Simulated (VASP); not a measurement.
TaAl3, 8 atoms in the cell. The cell holds a amorphous, 8 atoms: a = 5.147 Å, b = 5.421 Å, c = 5.243 Å, α = 89.92°, β = 93.22°, γ = 78.30°. The cell was built by a generator and needn't be a form met in nature.

| Quantity | Value |
| --- | --- |
| Program | VASP 6.6.1 |
| Task | single point |
| Functional | PBE |
| Potentials or basis | VASP PAW PBE potentials, release 64 (Ta_pv, Al) |
| Cutoff | 520 eV |
| k mesh | 3 × 3 × 3 |
| Occupations | methfessel-paxton, width 0.15 eV |
| Spin | no spin polarisation |
| Dipole correction | no |
| Further INCAR settings | ALGO = Normal; EDIFF = 1e-06; NBANDS = 30 |

Potentials or basis: VASP PAW PBE potentials, release 64 (Ta_pv, Al).

Command:

```sh
$ cat potpaw_PBE.64/Ta_pv/POTCAR potpaw_PBE.64/Al/POTCAR > POTCAR
$ mpirun -np 1 vasp_std > vasp.out
```

Hardware: 1 thread of AMD EPYC 7R13 Processor (Zen 3) (shared host).

Question: How long does it take, and how much memory?

Answer: It took 51 s on 1 thread of AMD EPYC 7R13 Processor (Zen 3) (shared host), peak memory 0.22 GiB. Counts: scf iterations 14, k points 14.
